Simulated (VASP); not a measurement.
MgTi3O4:

```
Mg Ti O
1.0
     3.32461    0.00000    0.00000
    -1.66230    2.87920    0.00000
     0.00000    0.00000    8.66876
Mg Ti O
1 3 4
Direct
  0.00000 0.00000 0.00000
  0.00000 0.00000 0.50000
  0.00000 0.00000 0.26041
  0.00000 0.00000 0.73959
  0.33333 0.66667 0.85982
  0.33333 0.66667 0.37591
  0.66667 0.33333 0.14018
  0.66667 0.33333 0.62409
```

The cell was built by a generator and needn't be a form met in nature.

```yaml
Program: VASP 6.6.1
Task: relaxation of cell and atoms
Functional: PBE
Potentials_or_basis: VASP PAW PBE potentials, release 64 (Mg, Ti_sv, O)
Cutoff: 520 eV
k_mesh: 5 × 5 × 2
Occupations: gaussian, width 0.15 eV
Spin: no spin polarisation
```

At the start: pressure 8.8 GPa; volume 10.37 Å³/atom.

Question: How do energy, volume and symmetry change on relaxing?

Answer: Over 15 steps the energy falls by 597.8 meV/atom and the volume is 9.63 Å³/atom (-7.2 %); space group P-3m1 (No. 164, to 0.05 Å).

Step by step:
```
step  energy change (eV)  largest force (eV/Å)  pressure (GPa)  volume (Å³)
   1              0.0000                1.2123            8.79        82.98
   2             -2.7979                0.8315          -10.79        88.81
   3             -2.9148                1.0694          -13.48        89.70
   4             -2.9686                1.8851          -19.47        91.29
   5             -2.9557                1.3876          -15.23        90.17
   6             -4.2329                1.8429            3.14        77.91
   7             -4.2641                1.9552            5.82        76.61
   8             -4.5792                0.7733            1.06        76.39
   9             -4.5946                0.8030            1.33        76.44
  10             -4.7531                0.4071           -1.70        77.32
  11             -4.7637                0.3574           -1.46        77.55
  12             -4.7645                0.3326           -1.48        77.65
  13             -4.7794                0.1288            1.06        76.66
  14             -4.7797                0.1322            0.79        76.75
  15             -4.7827                0.0315           -0.44        77.02
```

Final structure:
```
Mg Ti O
1.0
     2.83895    0.00000    0.00000
    -1.41948    2.45860    0.00000
     0.00000    0.00000   11.03516
Mg Ti O
1 3 4
Direct
  0.00000 0.00000 0.00000
  0.00000 0.00000 0.50000
  0.00000 0.00000 0.24526
  0.00000 0.00000 0.75474
  0.33333 0.66667 0.88705
  0.33333 0.66667 0.37351
  0.66667 0.33333 0.11295
  0.66667 0.33333 0.62649
```

Caveat: the k mesh is coarse (spacing up to 0.44 Å⁻¹), so the values aren't converged; the relaxation stopped at a loose force limit of 0.08 eV/Å, so its end isn't a converged minimum.
